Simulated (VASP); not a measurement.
Given:

```
ZnO
1.0
    1.61863    -2.80355     0.00000
    1.61863     2.80355     0.00000
    0.00000     0.00000     5.19325
Zn O
2 2
Direct
  0.66667   0.33333   0.50026
  0.33333   0.66667   0.00026
  0.66667   0.33333   0.88174
  0.33333   0.66667   0.38174
```

All values below come from r2SCAN+rVV10, VASP's PBE PAW potentials (set 64) (plane waves; VASP). Numerical set-up: 520 eV cut-off, 9×9×5 Γ-centred mesh, tetrahedra with Blöchl corrections, potentials Zn O.

The cores are frozen, which limits the accuracy of field gradients.

Q: Give the principal components of the electric field gradient (V/Å²) and the asymmetry η at each nucleus.

A: 
```json
[
 {"atom": "Zn1", "Vxx": "-3.6", "Vyy": "-3.6", "Vzz": "7.2", "η": "0.00"},
 {"atom": "Zn2", "Vxx": "-3.6", "Vyy": "-3.6", "Vzz": "7.2", "η": "0.00"},
 {"atom": "O3", "Vxx": "1.4", "Vyy": "1.4", "Vzz": "-2.8", "η": "0.00"},
 {"atom": "O4", "Vxx": "1.4", "Vyy": "1.4", "Vzz": "-2.8", "η": "0.00"}
]
```

The compound is ZnO in the wurtzite structure. It was relaxed first.
